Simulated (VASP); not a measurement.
Consider the following.

```
CuI
1.0
    0.00000     3.04352     3.04352
    3.04352     0.00000     3.04352
    3.04352     3.04352     0.00000
Cu I
1 1
Direct
  0.00000   0.00000   0.00000
  0.25000   0.25000   0.25000
```

All values below come from rev-vdW-DF2, VASP's PBE PAW potentials (set 64) (plane waves; VASP). Settings: 520 eV cut-off, 8×8×8 Γ-centred mesh, Gaussian smearing of 0.050 eV, potentials Cu I.

**Question.** Give the stress tensor in GPa (positive for a compressed cell).

**Answer.** 
```
-1.18   0.00   0.00
 0.00  -1.18   0.00
 0.00   0.00  -1.18
```
The pressure is its mean diagonal, -1.18 GPa.

The compound is CuI in the zinc blende structure. This cell is one point of a volume scan, at 1.03 of the reference volume.
